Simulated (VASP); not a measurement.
An input for Ansatz (written as the equivalent of a VASP run, and not itself run):

Ansatz 0.2 input:
```yaml
crystal:
  lattice:
    - [0.0000000, 3.2640540, 3.2640540]
    - [3.2640540, 0.0000000, 3.2640540]
    - [13.0589923, 13.0589923, -0.0027761]
  atoms:
    - { symbol: Hg, position: [0.9999874, 0.9999874, 0.0000094] }
    - { symbol: Hg, position: [0.0000291, 0.0000291, 0.2499782] }
    - { symbol: Hg, position: [0.9999789, 0.9999789, 0.5000158] }
    - { symbol: Te, position: [0.2499200, 0.2499200, 0.0625600] }
    - { symbol: Te, position: [0.2499646, 0.2499646, 0.3125265] }
    - { symbol: Te, position: [0.2499446, 0.2499446, 0.5625416] }
    - { symbol: Te, position: [0.2502437, 0.2502437, 0.8123172] }
    - { symbol: Cd, position: [0.9999316, 0.9999316, 0.7500513] }
kpoints:
  mp_grid: { grid: [7, 7, 2] }
hamiltonian:
  xc: pbesol
  pseudopotentials: { kind: paw }
scf:
  occupations: { method: methfessel_paxton, width: 0.1 }
  max_iter: 100
relax:
  max_steps: 60
  f_tol: 0.02
  cell: {}
output: { forces: true, stress: true, eigenvalues: true }
```

Problem. Translate this input to VASP (INCAR, KPOINTS, POSCAR, choice of POTCAR).

Solution. This is not unique; one that fits is 
INCAR:
```
! general
SYSTEM  = CdHg3Te4
PREC    = Accurate
ENCUT   = 400
LREAL   = F
LASPH   = T

! electronic loop
EDIFF   = 1E-6
NELM    = 100
ALGO    = Normal
LMAXMIX = 6

! smearing
ISMEAR  = 1
SIGMA   = 0.1

! functional
GGA     = PS

! ions
IBRION  = 2
NSW     = 60
ISIF    = 3
EDIFFG  = -0.02

! output
LWAVE   = F
LCHARG  = F
```

**KPOINTS**
```
Automatic mesh
0
Gamma
7 7 2
0 0 0
```

### POSCAR
```
CdHg3Te4
1.0
  0.0000000000   3.2640540497   3.2640540497
  3.2640540497   0.0000000000   3.2640540497
 13.0589923041  13.0589923041  -0.0027761055
Hg Te Cd
3 4 1
direct
  0.9999874067   0.9999874067   0.0000094450
  0.0000290988   0.0000290988   0.2499781759
  0.9999789492   0.9999789492   0.5000157881
  0.2499199678   0.2499199678   0.0625600242
  0.2499646247   0.2499646247   0.3125265315
  0.2499445963   0.2499445963   0.5625415528
  0.2502437390   0.2502437390   0.8123171958
  0.9999316175   0.9999316175   0.7500512869
```

POTCAR, in this order: Hg Te Cd (PBE.64 set). Program: vasp_std.

Limits of the translation: each code has its own PAW files, so the cut-off isn't converted (ENCUT is set for VASP's; basis.ecutwfc is left out, and Ansatz then takes the one that its files recommend); Ansatz stops its SCF on the density residual and VASP on the energy change (EDIFF).

The structure was generated: CdHg3Te4 was put into an ordered model structure (R3m), which need not be its known phase. This run relaxes it. Symmetry was kept, so distortions that lower it aren't found. The start is the result of an earlier pass.
